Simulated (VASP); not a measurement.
An input for Quantum ESPRESSO's pw.x (written as the equivalent of a VASP run, and not itself run):

```
&CONTROL
  calculation = 'vc-relax'
  pseudo_dir = './pseudo'
  outdir = './out'
  tprnfor = .true.
  tstress = .true.
  nstep = 60
  forc_conv_thr = 0.00078
/
&SYSTEM
  ibrav = 0
  nat = 6
  ntyp = 2
  ecutwfc = 84
  occupations = 'smearing'
  smearing = 'gaussian'
  degauss = 0.003675
  input_dft = 'pbesol'
/
&ELECTRONS
  conv_thr = 7.3e-08
  electron_maxstep = 100
/
&IONS
/
&CELL
/
ATOMIC_SPECIES
  Ti 47.867 Ti.upf
  O 15.999 O.upf
CELL_PARAMETERS angstrom
    -1.8888267    1.8888267    4.7684148
     1.8888267   -1.8888267    4.7684148
     1.8888267    1.8888267   -4.7684148
ATOMIC_POSITIONS crystal
  Ti   0.7500000  0.2500000  0.5000000
  Ti   0.0000000  0.0000000  0.0000000
  O    0.5418181  0.0418181  0.5000000
  O    0.7918181  0.7918181  0.0000000
  O    0.2081819  0.2081819  1.0000000
  O    0.9581819  0.4581819  0.5000000
K_POINTS automatic
  8 8 8 0 0 0
```

Task: Write the VASP files for the same calculation (PBEsol).

Result: One answer among several that fit: 
**KPOINTS**
```
Regular mesh
0
Gamma
  8 8 8
```

File POSCAR:
```
TiO2
1
   -1.8888266861     1.8888266861     4.7684147952
    1.8888266861    -1.8888266861     4.7684147952
    1.8888266861     1.8888266861    -4.7684147952
Ti O
2 4
Direct
  0.7500000000   0.2500000000   0.5000000000
  0.0000000000   0.0000000000   0.0000000000
  0.5418180818   0.0418180818   0.5000000000
  0.7918180818   0.7918180818   0.0000000000
  0.2081819182   0.2081819182   1.0000000000
  0.9581819182   0.4581819182   0.5000000000
```

INCAR:
```
! general
SYSTEM  = TiO2
PREC    = Accurate
ENCUT   = 520   ! plane-wave cut-off (eV)
LREAL   = F
LASPH   = T   ! aspherical one-centre terms

! electronic loop
EDIFF   = 1E-6   ! SCF stop (eV)
NELM    = 100   ! most electronic steps
ALGO    = Normal   ! blocked Davidson
LMAXMIX = 4   ! l cut-off of mixed one-centre charges

! smearing
ISMEAR  = 0   ! Gaussian
SIGMA   = 0.05

! functional
GGA     = PS   ! PBEsol

! ions
IBRION  = 2
NSW     = 60
ISIF    = 3
EDIFFG  = -0.02   ! ionic stop

! output
LWAVE   = F
LCHARG  = F
```

POTCAR, in this order: Ti_sv O (PBE.64 set). Program: vasp_std.

What does not carry over: the potentials are each code's own (VASP's PAW set, PseudoDojo norm-conserving files in pw.x), so ENCUT and ecutwfc are chosen apart and not converted; conv_thr bounds pw.x's estimated SCF error, while EDIFF bounds the energy change between steps; forc_conv_thr acts on force components and is met together with etot_conv_thr.

The compound is TiO2 in the anatase structure, one of several forms; rutile is the usual stable one. This run relaxes it. Symmetry was kept, so distortions that lower it aren't found. The start is the result of an earlier pass.
